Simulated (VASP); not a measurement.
Consider the following.

```
KI
1.0
    4.96350     0.00000     0.00000
    0.00000     7.01946     0.00000
    0.00000     0.00000    24.81977
K I
4 4
Direct
  0.00000   0.00000   0.35872
  0.50000   0.50000   0.44441
  0.00000   0.00000   0.55559
  0.50000   0.50000   0.64128
  0.50000   0.00000   0.45253
  0.00000   0.50000   0.34958
  0.50000   0.00000   0.65042
  0.00000   0.50000   0.54747
```

These are PBEsol GGA, VASP's PBE PAW potentials (set 64) (plane waves; VASP) values and carry that method's errors. Run with PREC = Normal, 400 eV cut-off, 4×3×1 Γ-centred mesh, Gaussian smearing of 0.050 eV, potentials K_sv I.

Unless said otherwise, spin-orbit coupling is left out, though it shifts the bands of the heavy elements here.

### Question
Estimate the energy per atom (σ→0), band gap (on the k-mesh) with the smallest direct gap where there is one.

### Answer

- band gap (on the k-mesh) = 3.56 eV
- smallest direct gap (on the k-mesh) = 3.56 eV
- energy per atom (σ→0) = -2805 meV/atom

Total energies compare only between runs with the same potentials, cut-off and functional.

The cell is a thin slab with vacuum, built from KI (rock salt): (110) face.
